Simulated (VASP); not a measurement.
Method: PBEsol GGA, VASP's PBE PAW potentials (set 64) (plane waves; VASP).

A VASP calculation is set up with these files.

**INCAR**
```
LCHARG  =  .TRUE.
LWAVE  =  .FALSE.
PREC  =  Accurate
GGA  =  PS   # PBEsol
LREAL  =  .FALSE.
EDIFF  =  1E-7   # SCF stop (eV)
LORBIT  =  11
NEDOS  =  601   # DOS grid
LASPH  =  .TRUE.   # aspherical one-centre terms
ENCUT  =  400
ISIF  =  2
LMAXMIX  =  4
ALGO  =  Normal   # blocked Davidson
SYSTEM  =  Tl
ISMEAR  =  -5   # tetrahedra, Bloechl
NELM  =  100   # most electronic steps
```

File POSCAR:
```
Tl
1
    3.1422432944     0.0000000000     0.0000000000
   -0.0000000000     3.1422432944     0.0000000000
   -0.0000000000    -0.0000000000     3.1422432944
Tl
1
Direct
  0.0000000000   0.0000000000   0.0000000000
```

### KPOINTS
```
Regular mesh
0
Gamma
 13 13 13
0 0 0
```

POTCAR, in this order: Tl_d (PBE.64 set). Program: vasp_std.

Output of the run:

OSZICAR:
```
       N       E                     dE             d eps       ncg     rms          rms(c)
DAV:   1     0.364611474662E+02    0.36461E+02   -0.60238E+03  1914   0.897E+02
DAV:   2    -0.217399348851E+01   -0.38635E+02   -0.38238E+02  1796   0.191E+02
DAV:   3    -0.251994260322E+01   -0.34595E+00   -0.34591E+00  1922   0.176E+01
DAV:   4    -0.252179685001E+01   -0.18542E-02   -0.18575E-02  1846   0.149E+00
DAV:   5    -0.252182065805E+01   -0.23808E-04   -0.23858E-04  1880   0.159E-01    0.240E+00
DAV:   6    -0.249109662139E+01    0.30724E-01   -0.63756E-02  1776   0.257E+00    0.165E+00
DAV:   7    -0.248627938018E+01    0.48172E-02   -0.19724E-02  1784   0.141E+00    0.684E-01
DAV:   8    -0.248594165474E+01    0.33773E-03   -0.69281E-04  1812   0.272E-01    0.329E-02
DAV:   9    -0.248594265796E+01   -0.10032E-05   -0.45669E-06  1898   0.243E-02    0.685E-03
DAV:  10    -0.248594335562E+01   -0.69765E-06   -0.10300E-06  1860   0.106E-02    0.513E-04
DAV:  11    -0.248594329871E+01    0.56905E-07   -0.10572E-08  1032   0.994E-04
   1 F= -.24859433E+01 E0= -.24859433E+01  d E =0.000000E+00
```

### OUTCAR
```
------------------------ aborting loop because EDIFF is reached ----------------------------------------
  FORCE on cell =-STRESS in cart. coord.  units (eV):
  Direction    XX          YY          ZZ          XY          YZ          ZX
  --------------------------------------------------------------------------------------
  Total       -0.0176955     -0.0176955     -0.0176955     -0.0000000      0.0000000     -0.0000000
  in kB       -0.9138048     -0.9138048     -0.9138048     -0.0000000      0.0000000     -0.0000000
  external PRESSURE =      -0.9138048 kB  Pullay stress =       0.0000000 kB
  volume of cell :       31.03
      direct lattice vectors                 reciprocal lattice vectors
     3.142243294  0.000000000  0.000000000     0.318243976  0.000000000  0.000000000
     0.000000000  3.142243294  0.000000000     0.000000000  0.318243976  0.000000000
     0.000000000  0.000000000  3.142243294     0.000000000  0.000000000  0.318243976
 POSITION                                       TOTAL-FORCE (eV/Angst)
 -----------------------------------------------------------------------------------
      0.00000      0.00000      0.00000         0.000000      0.000000      0.000000
 -----------------------------------------------------------------------------------
    total drift:                               -0.000000     -0.000000     -0.000000
  FREE ENERGIE OF THE ION-ELECTRON SYSTEM (eV)
  ---------------------------------------------------
  free  energy   TOTEN  =        -2.4859432987 eV

  energy  without entropy=       -2.4859432987  energy(sigma->0) =       -2.48594330

 total charge

# of ion       s       p       d       tot
------------------------------------------
    1        1.156   0.433   9.633  11.222
```
(Selected blocks of OUTCAR.)

### OUTCAR
```
 val. band max:        5.8388028942   @ k =   0.3846   0.3846   0.0769

 cond. band min:       5.6059845440   @ k =   0.3077   0.0769   0.0000


 Fermi energy:         5.6462608087

 k-point     1 :       0.0000    0.0000    0.0000
  band No.  band energies     occupation
      1      -6.6425      2.00000
      2      -6.6425      2.00000
      3      -5.5224      2.00000
      4      -5.5224      2.00000
      5      -5.5224      2.00000
      6      -4.2585      2.00000
      7      12.5332      0.00000
      8      12.5332      0.00000
      9      12.5332      0.00000
     10      15.4843      0.00000

 k-point     2 :       0.0769    0.0000    0.0000
  band No.  band energies     occupation
      1      -6.6381      2.00000
      2      -6.6010      2.00000
      3      -5.5415      2.00000
      4      -5.5415      2.00000
      5      -5.5208      2.00000
      6      -4.1618      2.00000
      7      11.3786      0.00000
      8      12.6539      0.00000
      9      12.6539      0.00000
     10      15.9211      0.00000

 k-point     3 :       0.1538    0.0000    0.0000
  band No.  band energies     occupation
      1      -6.6259      2.00000
      2      -6.4916      2.00000
      3      -5.5942      2.00000
      4      -5.5942      2.00000
      5      -5.5163      2.00000
      6      -3.8635      2.00000
      7       9.4051      0.00000
      8      13.0050      0.00000
      9      13.0050      0.00000
     10      16.2385      0.00000

 k-point     4 :       0.2308    0.0000    0.0000
  band No.  band energies     occupation
      1      -6.6085      2.00000
      2      -6.3506      2.00000
      3      -5.6672      2.00000
      4      -5.6672      2.00000
      5      -5.5100      2.00000
      6      -3.3488      2.00000
      7       7.3944     -0.12260
      8      13.5513      0.00000
      9      13.5513      0.00000
     10      16.5128      0.00000

 k-point     5 :       0.3077    0.0000    0.0000
...
```

For a metal the tetrahedron method with Blöchl corrections gives inexact stress and forces. Unless said otherwise, spin-orbit coupling is left out, though it shifts the bands of the heavy elements here.

The structure was generated: Tl was put into the simple-cubic type (Pm-3m), which need not be its known phase. It was relaxed first.
